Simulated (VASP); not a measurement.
# Ti: convergence with the PAW data sets and SCF solver, part 2 of 3

How sensitive are energy and pressure of Ti to the PAW data sets and SCF solver? The series runs use r2SCAN. The start is a computed cell from the Materials Project.

VASP 6.6.1, plane waves and PAW; the level of theory is named at each step.

Still holding for the runs below: The k-mesh is coarse for a metal.

So far. Step 6 (PAW data sets: GW 64: Ti sv GW): With 36 valence electrons the pressure is -1.31 GPa, +0.83 GPa from the first of the series, after 17 cycles in 35 s. Step 8 (SCF solver: ALGO = Normal): The series starts at -12.9567 eV an atom and -0.06 GPa, after 16 cycles in 23 s.

The starting crystal is not the ambient structure of Ti (hexagonal, No. 194); it is a model or a phase of other conditions.

## 9. SCF solver: ALGO = Fast

Level of this step: r2SCAN; plane waves and PAW (Ti_sv) (VASP).

The input, INCAR:

```
SYSTEM = Ti
PREC = Accurate
ENCUT = 400
EDIFF = 1E-06
NELM = 100
ISMEAR = -1
SIGMA = 0.05
LREAL = .FALSE.
ALGO = Fast
METAGGA = R2SCAN
LASPH = .TRUE.
NBANDS = 24
LORBIT = 11
LWAVE = .FALSE.
LCHARG = .FALSE.
KPAR = 4
ISIF = 2
```

The input, POSCAR:

```
Ti
1.0
    4.5673748306      0.0000000000      0.0000000000
   -2.2836874153      3.9554626319      0.0000000000
    0.0000000000      0.0000000000      2.8262442700
Ti
3
Direct
    0.0000000000      0.0000000000      0.0000000000
    0.3333333300      0.6666666700      0.5000000000
    0.6666666700      0.3333333300      0.5000000000
```

The input, KPOINTS:

```
Automatic mesh
0
Gamma
6 6 8
0 0 0
```

The projector-augmented-wave data sets are Ti_sv (PBE family, release 64).

Launch:

```sh
> mpirun -np 4 vasp_std
```

What it wrote:

```text
[... set-up lines as in an earlier step ...]
 entering main loop
       N       E                     dE             d eps       ncg     rms          rms(c)
[... 5 cycles as in an earlier step ...]
RMM:   6    -0.383369069056E+02    0.13553E+02   -0.19095E+01  1842   0.477E+01    0.465E+00
RMM:   7    -0.387165263923E+02   -0.37962E+00   -0.46893E+00  2143   0.114E+01    0.296E+00
RMM:   8    -0.388264645155E+02   -0.10994E+00   -0.94422E-01  2250   0.651E+00    0.146E+00
RMM:   9    -0.388432481339E+02   -0.16784E-01   -0.37135E-01  2662   0.346E+00    0.702E-01
[...]
RMM:  31    -0.388783488641E+02   -0.29237E-04   -0.34579E-04  1910   0.543E-02    0.485E-03
RMM:  32    -0.388783694531E+02   -0.20589E-04   -0.25054E-04  1808   0.467E-02    0.690E-03
RMM:  33    -0.388783888280E+02   -0.19375E-04   -0.23324E-04  1878   0.449E-02    0.242E-03
WARNING in EDDRMM: call to ZHEGV failed, returncode =   8  4     16
RMM:  34    -0.388784026702E+02   -0.13842E-04   -0.17032E-04  1797   0.390E-02    0.173E-03
RMM:  35    -0.388784148974E+02   -0.12227E-04   -0.14668E-04  1633   0.336E-02    0.530E-03
RMM:  36    -0.388784247914E+02   -0.98940E-05   -0.12150E-04  1696   0.319E-02    0.361E-03
RMM:  37    -0.388784324602E+02   -0.76688E-05   -0.95312E-05  1645   0.287E-02    0.363E-03
[...]
RMM:  49    -0.388784667610E+02   -0.82970E-06   -0.12432E-05  1167   0.117E-02    0.609E-03
RMM:  50    -0.388784675469E+02   -0.78585E-06   -0.11778E-05  1159   0.112E-02    0.624E-03
RMM:  51    -0.388784681223E+02   -0.57546E-06   -0.93852E-06  1157   0.106E-02
   1 F= -.38878468E+02 E0= -.38870128E+02  d E =-.166812E-01
```

Run time: 91 s. Hardware: 4 MPI ranks of Intel Xeon 6975P-C (Granite Rapids), shared host; peak memory 0.55 GiB.

From OUTCAR (step 9):

```text
  Total        0.0354715      0.0354715     -0.0757333      0.0000000      0.0000000     -0.0000000
  in kB        1.1130559      1.1130559     -2.3764237      0.0000000      0.0000000     -0.0000000
  external PRESSURE =      -0.0501039 kB  Pullay stress =       0.0000000 kB

 POSITION                                       TOTAL-FORCE (eV/Angst)
 -----------------------------------------------------------------------------------
      0.00000      0.00000      0.00000        -0.000000      0.000000      0.000000
     -0.00000      2.63698      1.41312        -0.000000      0.000000     -0.000000
      2.28369      1.31849      1.41312         0.000000     -0.000000      0.000000
 -----------------------------------------------------------------------------------
    total drift:                               -0.000000      0.000000      0.000000

  FREE ENERGIE OF THE ION-ELECTRON SYSTEM (eV)
  ---------------------------------------------------
  free  energy   TOTEN  =       -38.8784681223 eV

  energy  without entropy=      -38.8617868782  energy(sigma->0) =      -38.87012750

[... 2 parts as in an earlier step ...]

[... 1 further part left out ...]
[key lines of the parts left out:]
E-fermi :   8.5126
```

Against the first of the series the energy stays within 0.01 meV an atom; the pressure moves by +0.05 GPa, after 51 cycles in 91 s.

## 10. SCF solver: ALGO = VeryFast

INCAR, as its differences from that of step 9:

```diff
@@ -8,3 +8,3 @@
 LREAL = .FALSE.
-ALGO = Fast
+ALGO = VeryFast
 METAGGA = R2SCAN
```

POSCAR is that of step 9.

KPOINTS is that of step 9.

Launch:

```sh
> mpirun -np 4 vasp_std
```

What it wrote:

```text
[... set-up lines as in an earlier step ...]
 entering main loop
       N       E                     dE             d eps       ncg     rms          rms(c)
RMM:   1     0.969758597581E+02    0.96976E+02   -0.17116E+04   840   0.148E+03
RMM:   2    -0.448091858457E+02   -0.14179E+03   -0.37777E+03   840   0.399E+02
RMM:   3    -0.170565118071E+02    0.27753E+02   -0.40637E+02   840   0.173E+02
RMM:   4    -0.304285267519E+02   -0.13372E+02   -0.15817E+02   840   0.111E+02
[...]
RMM:  62    -0.388534327695E+02    0.49189E-03   -0.50041E-03  2080   0.206E-01    0.214E-02
RMM:  63    -0.388530095733E+02    0.42320E-03   -0.58577E-03  2447   0.211E-01    0.203E-02
RMM:  64    -0.388524867598E+02    0.52281E-03   -0.50810E-03  1934   0.207E-01    0.208E-02
WARNING in EDDRMM: call to ZHEGV failed, returncode =   8  4     12
RMM:  65    -0.388520323679E+02    0.45439E-03   -0.59476E-03  2093   0.207E-01    0.225E-02
RMM:  66    -0.388514782304E+02    0.55414E-03   -0.51667E-03  1919   0.207E-01    0.239E-02
RMM:  67    -0.388509932842E+02    0.48495E-03   -0.60571E-03  2027   0.207E-01    0.255E-02
RMM:  68    -0.388504040996E+02    0.58918E-03   -0.52452E-03  1882   0.209E-01    0.264E-02
[...]
RMM:  98    -0.388219920516E+02    0.15925E-02   -0.64614E-03  1410   0.259E-01    0.135E-01
RMM:  99    -0.388204808377E+02    0.15112E-02   -0.79000E-03  1619   0.264E-01    0.139E-01
RMM: 100    -0.388187553274E+02    0.17255E-02   -0.64128E-03  1529   0.265E-01
 -----------------------------------------------------------------------------
|                                                                             |
|           W    W    AA    RRRRR   N    N  II  N    N   GGGG   !!!           |
|           W    W   A  A   R    R  NN   N  II  NN   N  G    G  !!!           |
|           W    W  A    A  R    R  N N  N  II  N N  N  G       !!!           |
|           W WW W  AAAAAA  RRRRR   N  N N  II  N  N N  G  GGG   !            |
|           WW  WW  A    A  R   R   N   NN  II  N   NN  G    G                |
|           W    W  A    A  R    R  N    N  II  N    N   GGGG   !!!           |
|                                                                             |
|     The electronic self-consistency was not achieved in the given           |
|     number of steps (NELM). The forces and other quantities evaluated       |
|     might not be reliable so examine the results carefully. If you find     |
|     spurious results, we suggest increasing NELM, if you were close to      |
|     convergence or switching to a different ALGO or adjusting the           |
|     density mixing parameters otherwise.                                    |
|                                                                             |
 -----------------------------------------------------------------------------

   1 F= -.38818755E+02 E0= -.38810476E+02  d E =-.165594E-01
```

The job ended after 2.8 min (4 MPI ranks; peak memory 0.56 GiB).

OUTCAR, selected parts (step 10):

```text
 k-point     1 :       0.0000    0.0000    0.0000
  band No.  band energies     occupation
    ...
     15       7.7088      2.00000
     16       7.7088      2.00000
     17       7.7399      2.00000
     18       7.7399      2.00000
     19       8.5301      0.82382
     20       9.3345      0.00000
     21       9.9440      0.00000
     22       9.9440      0.00000
     23      10.5278      0.00000
     24      10.5731      0.00000

  Total        0.1218410      0.1218410     -0.0923196      0.0000000     -0.0000000      0.0000000
  in kB        3.8232293      3.8232293     -2.8968813      0.0000000     -0.0000000      0.0000000
  external PRESSURE =       1.5831924 kB  Pullay stress =       0.0000000 kB

 POSITION                                       TOTAL-FORCE (eV/Angst)
 -----------------------------------------------------------------------------------
      0.00000      0.00000      0.00000         0.000000      0.000000      0.000000
     -0.00000      2.63698      1.41312         0.000000     -0.000000      0.000000
      2.28369      1.31849      1.41312        -0.000000      0.000000      0.000000
 -----------------------------------------------------------------------------------
    total drift:                                0.000000      0.000000      0.000000

  FREE ENERGIE OF THE ION-ELECTRON SYSTEM (eV)
  ---------------------------------------------------
  free  energy   TOTEN  =       -38.8187553274 eV

  energy  without entropy=      -38.8021959110  energy(sigma->0) =      -38.81047562

[... 8 parts as in an earlier step ...]

[... 11 further parts left out ...]
[key lines of the parts left out:]
E-fermi :   8.5123
```

The electronic loop ended without reaching EDIFF, so its numbers are not used.

At the end rms(c) stands at 1e-02, against 2e-03 half way through the cycles shown.

## 11. SCF solver: ALGO = All

INCAR, as its differences from that of step 10:

```diff
@@ -8,3 +8,3 @@
 LREAL = .FALSE.
-ALGO = VeryFast
+ALGO = All
 METAGGA = R2SCAN
```

POSCAR is that of step 10.

KPOINTS is that of step 10.

Launch:

```sh
> mpirun -np 4 vasp_std
```

What it wrote:

```text
[... set-up lines as in an earlier step ...]
 entering main loop
       N       E                     dE             d eps       ncg     rms           ort
DAV:   1     0.384619216598E+03    0.38462E+03   -0.17031E+04   840   0.172E+03
DAV:   2    -0.188362831413E+01   -0.38650E+03   -0.38070E+03   840   0.502E+02
DAV:   3    -0.480278803797E+02   -0.46144E+02   -0.45105E+02   840   0.149E+02
DAV:   4    -0.517261022476E+02   -0.36982E+01   -0.36791E+01   840   0.366E+01
DAV:   5    -0.518899877249E+02   -0.16389E+00   -0.16383E+00   840   0.703E+00
SDA:   6    -0.329633917352E+02    0.18927E+02   -0.16383E+00   840   0.404E+02   0.000E+00
 gam= 0.000 g(H,U,f)=  0.394E+02 0.742E+00 0.228E+00 ort(H,U,f) = 0.000E+00 0.000E+00 0.000E+00
 gam= 0.000 trial= 0.400  step=  0.2374 mean=  0.4000
CGA:   7    -0.377485390748E+02   -0.47851E+01   -0.47932E+01   840   0.309E+01  -0.703E-01
 gam= 0.076 g(H,U,f)=  0.286E+01 0.189E+00 0.440E-01 ort(H,U,f) =-0.553E+00 0.391E+00 0.926E-01
 gam= 0.076 trial= 0.384  step=  0.5516 mean=  0.3837
[...]
gam= 0.485 trial= 0.526  step=  0.6557 mean=  0.5256
CGA:  31    -0.388784673941E+02   -0.33696E-05   -0.33354E-05   840   0.990E-05   0.521E-06
 gam= 0.992 g(H,U,f)=  0.609E-05 0.350E-05 0.315E-06 ort(H,U,f) = 0.220E-05-0.156E-05-0.121E-06
 gam= 0.992 trial= 0.539  step=  0.4069 mean=  0.5386
CGA:  32    -0.388784694738E+02   -0.20797E-05   -0.21186E-05   840   0.563E-05   0.582E-06
 gam= 0.568 g(H,U,f)=  0.415E-05 0.139E-05 0.873E-07 ort(H,U,f) = 0.162E-05-0.980E-06-0.569E-07
 gam= 0.568 trial= 0.525  step=  0.6098 mean=  0.5254
CGA:  33    -0.388784713241E+02   -0.18503E-05   -0.18160E-05   840   0.302E-05   0.790E-06
 gam= 0.536 g(H,U,f)=  0.226E-05 0.699E-06 0.606E-07 ort(H,U,f) = 0.130E-05-0.482E-06-0.302E-07
 gam= 0.536 trial= 0.534  step=  0.5896 mean=  0.5338
CGA:  34    -0.388784723388E+02   -0.10146E-05   -0.10138E-05   840   0.384E-05   0.433E-07
 gam= 1.273 g(H,U,f)=  0.215E-05 0.157E-05 0.115E-06 ort(H,U,f) = 0.722E-06-0.614E-06-0.650E-07
 gam= 1.273 trial= 0.539  step=  0.4670 mean=  0.5394
CGA:  35    -0.388784732547E+02   -0.91589E-06   -0.90897E-06   840   0.180E-05  -0.166E-06
 gam= 0.470 g(H,U,f)=  0.149E-05 0.288E-06 0.233E-07 ort(H,U,f) = 0.233E-06-0.374E-06-0.249E-07
 gam= 0.470 trial= 0.532  step=  1.0833 mean=  0.5322
 final diagonalization occupied
   1 F= -.38878473E+02 E0= -.38870130E+02  d E =-.166863E-01
```

The job ended after 54 s (4 MPI ranks; peak memory 0.63 GiB).

OUTCAR, selected parts (step 11):

```text
  Total        0.0178222      0.0178222     -0.0917964      0.0000000      0.0000000      0.0000000
  in kB        0.5592407      0.5592407     -2.8804644      0.0000000      0.0000000      0.0000000
  external PRESSURE =      -0.5873277 kB  Pullay stress =       0.0000000 kB

 POSITION                                       TOTAL-FORCE (eV/Angst)
 -----------------------------------------------------------------------------------
      0.00000      0.00000      0.00000         0.000000      0.000000     -0.000000
     -0.00000      2.63698      1.41312        -0.000000      0.000000     -0.000000
      2.28369      1.31849      1.41312         0.000000     -0.000000      0.000000
 -----------------------------------------------------------------------------------
    total drift:                               -0.000000      0.000000      0.000000

  FREE ENERGIE OF THE ION-ELECTRON SYSTEM (eV)
  ---------------------------------------------------
  free  energy   TOTEN  =       -38.8784732547 eV

  energy  without entropy=      -38.8617869963  energy(sigma->0) =      -38.87013013

[... 2 parts as in an earlier step ...]

[... 1 further part left out ...]
[key lines of the parts left out:]
E-fermi :   8.5124
```

Against the first of the series the energy stays within 0.01 meV an atom and the pressure within 0.01 GPa, after 35 cycles in 54 s.

## 12. SCF solver: ALGO = Damped

INCAR, as its differences from that of step 11:

```diff
@@ -8,3 +8,3 @@
 LREAL = .FALSE.
-ALGO = All
+ALGO = Damped
 METAGGA = R2SCAN
```

POSCAR is that of step 11.

KPOINTS is that of step 11.

Launch:

```sh
> mpirun -np 4 vasp_std
```

What it wrote:

```text
[... set-up lines as in an earlier step ...]
 entering main loop
       N       E                     dE             d eps       ncg     rms           ort
DAV:   1     0.512076470294E+03    0.51208E+03   -0.15640E+04   840   0.172E+03
DAV:   2     0.102704914721E+03   -0.40937E+03   -0.40619E+03   840   0.550E+02
DAV:   3    -0.176015455630E+02   -0.12031E+03   -0.11842E+03   840   0.269E+02
DAV:   4    -0.449877649036E+02   -0.27386E+02   -0.26677E+02   840   0.120E+02
[...]
DMP:  98    -0.383868185314E+02   -0.11799E-01   -0.21362E+01   840   0.736E+01  -0.528E+01
DMP:  99    -0.383680957517E+02    0.18723E-01   -0.18626E+01   840   0.644E+01  -0.468E+01
DMP: 100    -0.383808246836E+02   -0.12729E-01   -0.21610E+01   840   0.744E+01  -0.534E+01
 final diagonalization occupied
 [... a notice as in an earlier step ...]

   1 F= -.38380825E+02 E0= -.38374055E+02  d E =-.135393E-01
```

Wall time 1.8 min (4 MPI ranks); peak memory 0.66 GiB.

OUTCAR, selected parts (step 12):

```text
 k-point     1 :       0.0000    0.0000    0.0000
  band No.  band energies     occupation
    ...
     15       7.2935      2.00000
     16       7.2935      2.00000
     17       8.0492      2.00000
     18       8.0501      2.00000
     19       7.5430      1.41652
     20      10.2022      0.00000
     21       9.8715      0.00000
     22       9.8738      0.00000
     23       9.6476      0.00000
     24      11.4137      0.00000

  Total       -0.7299274     -0.7299274      1.9330839      0.0000000      0.0000000     -0.0000000
  in kB      -22.9042775    -22.9042775     60.6579382      0.0000000      0.0000000     -0.0000000
  external PRESSURE =       4.9497944 kB  Pullay stress =       0.0000000 kB

 POSITION                                       TOTAL-FORCE (eV/Angst)
 -----------------------------------------------------------------------------------
      0.00000      0.00000      0.00000        -0.000000      0.000000      0.000000
     -0.00000      2.63698      1.41312         0.000000      0.000000      0.000000
      2.28369      1.31849      1.41312         0.000000     -0.000000     -0.000000
 -----------------------------------------------------------------------------------
    total drift:                               -0.000000      0.000000      0.000000

  FREE ENERGIE OF THE ION-ELECTRON SYSTEM (eV)
  ---------------------------------------------------
  free  energy   TOTEN  =       -38.3808246836 eV

  energy  without entropy=      -38.3672854000  energy(sigma->0) =      -38.37405504

[... 8 parts as in an earlier step ...]

[... 11 further parts left out ...]
[key lines of the parts left out:]
E-fermi :   8.5344
```

The electronic loop ended without reaching EDIFF, so its numbers are not used.

## 13. SCF solver: AMIX = 0.1, BMIX = 0.01

INCAR, as its differences from that of step 12:

```diff
@@ -8,3 +8,3 @@
 LREAL = .FALSE.
-ALGO = Damped
+ALGO = Normal
 METAGGA = R2SCAN
@@ -17 +17,3 @@
 ISIF = 2
+AMIX = 0.1
+BMIX = 0.01
```

POSCAR is that of step 12.

KPOINTS is that of step 12.

Launch:

```sh
> mpirun -np 4 vasp_std
```

What it wrote:

```text
[... set-up lines as in an earlier step ...]
 entering main loop
       N       E                     dE             d eps       ncg     rms          rms(c)
[... 5 cycles as in an earlier step ...]
DAV:   6    -0.400903178017E+02    0.11800E+02   -0.90489E+00  2136   0.314E+01    0.115E+01
DAV:   7    -0.389017421257E+02    0.11886E+01   -0.40881E+00  2240   0.195E+01    0.469E+00
DAV:   8    -0.388027060223E+02    0.99036E-01   -0.15787E+00  2472   0.105E+01    0.308E+00
DAV:   9    -0.388170817104E+02   -0.14376E-01   -0.11566E-01  2280   0.312E+00    0.296E+00
[...]
DAV:  19    -0.388784731088E+02   -0.45299E-05   -0.13894E-05  2216   0.308E-02    0.895E-03
DAV:  20    -0.388784767190E+02   -0.36102E-05   -0.59888E-06  2272   0.181E-02    0.307E-03
DAV:  21    -0.388784763746E+02    0.34438E-06   -0.36452E-07  1032   0.548E-03
   1 F= -.38878476E+02 E0= -.38870134E+02  d E =-.166845E-01
```

The job ended after 28 s (4 MPI ranks; peak memory 0.58 GiB).

From OUTCAR (step 13):

```text
  Total        0.0289702      0.0289702     -0.0818204      0.0000000      0.0000000     -0.0000000
  in kB        0.9090512      0.9090512     -2.5674291      0.0000000      0.0000000     -0.0000000
  external PRESSURE =      -0.2497756 kB  Pullay stress =       0.0000000 kB

 POSITION                                       TOTAL-FORCE (eV/Angst)
 -----------------------------------------------------------------------------------
      0.00000      0.00000      0.00000        -0.000000      0.000000      0.000000
     -0.00000      2.63698      1.41312        -0.000000      0.000000      0.000000
      2.28369      1.31849      1.41312         0.000000     -0.000000     -0.000000
 -----------------------------------------------------------------------------------
    total drift:                               -0.000000      0.000000      0.000000

  FREE ENERGIE OF THE ION-ELECTRON SYSTEM (eV)
  ---------------------------------------------------
  free  energy   TOTEN  =       -38.8784763746 eV

  energy  without entropy=      -38.8617918994  energy(sigma->0) =      -38.87013414

[... 2 parts as in an earlier step ...]

[... 1 further part left out ...]
[key lines of the parts left out:]
E-fermi :   8.5126
```

Against the first of the series the energy stays within 0.01 meV an atom; the pressure moves by +0.03 GPa, after 21 cycles in 28 s.

(Part 2 of 3 ends here.)

[Lines on the potential files, build, host, timing and source positions are cut from VASP's logs without a mark.]

[Logs are printed without paths, hosts, clocks, repeated set-up lines and the standing remarks that a program may print on its own settings, such as how far it seeks lower states.]

[Hosts, paths, dates, database ids (printed as entryN), source tags and the programs' standing remarks are cut or masked in the printed files.]

[A measured line is paired with the nearest computed mode of its activity, which favours agreement.]

[In band tables of VASP the shares of atoms and orbitals are scaled to a sum of 1 inside the atoms' spheres.]
